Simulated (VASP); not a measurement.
```
CELL_PARAMETERS angstrom
      0.00000     2.69953     2.69953
      2.69953     0.00000     2.69953
      2.69953     2.69953     0.00000
ATOMIC_POSITIONS crystal
  Si 0.25000 0.25000 0.25000
  Si 0.75000 0.75000 0.75000
  Ni 0.00000 0.00000 0.00000
```

All values below come from TPSS meta-GGA, VASP's PBE PAW potentials (set 64) (plane waves; VASP). Numerical set-up: 520 eV cut-off, 11×11×11 Γ-centred mesh, tetrahedra with Blöchl corrections, potentials Si Ni.

### Question
Estimate the energy per atom (σ→0), band gap (over mesh and band path) with the smallest direct gap where there is one.

### Answer

```
Quantity                                                               Value
----------------------------------  ----------------------------------------
band gap (over mesh and band path)  none (metal, semimetal or under 0.01 eV)
energy per atom (σ→0)                                        -11.325 eV/atom
```

Only differences to runs with the same potentials and settings are physical.

The compound is NiSi2 in the fluorite structure. It was relaxed first. The run is not spin-polarised, so no magnetic state was tried.
